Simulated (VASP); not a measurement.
A run of VASP 6.6.1:

INCAR

```
  PREC = Normal
  ENCUT = 520
  EDIFF = 1E-4
  ISMEAR = 0
  SIGMA = 0.15
  LREAL = F
  LASPH = T
  NELM = 60
  ALGO = Fast
  ISIF = 3
  LWAVE = F
  LCHARG = F
  GGA = PE
  IBRION = 2
  NSW = 24
  EDIFFG = -0.08
```

The input KPOINTS:

```
regular mesh
0
Gamma
  7 7 7
```

File POSCAR:

```
TaSn
1.0
   -2.1623609100      2.1623609100      2.4847306500
    2.1623609100     -2.1623609100      2.4847306500
    2.1623609100      2.1623609100     -2.4847306500
Ta Sn
1 1
Direct
    0.0000000000      0.0000000000      0.0000000000
    0.5000000000      0.5000000000      0.0000000000
```

Potentials or basis: VASP PAW PBE potentials, release 64 (Ta_pv, Sn_d).

Run with:

```sh
$ cat potpaw_PBE.64/Ta_pv/POTCAR potpaw_PBE.64/Sn_d/POTCAR > POTCAR
$ mpirun -np 1 vasp_std > vasp.out
```

Hardware: 1 thread of Intel(R) Xeon(R) 6975P-C (Granite Rapids) (shared host).

Question: Estimate the wall time of this run.

Answer: It took 47 s on 1 thread of Intel(R) Xeon(R) 6975P-C (Granite Rapids), with other jobs on the host, peak memory 0.17 GiB. Counts: scf iterations 94, k points 40, ion steps 11.
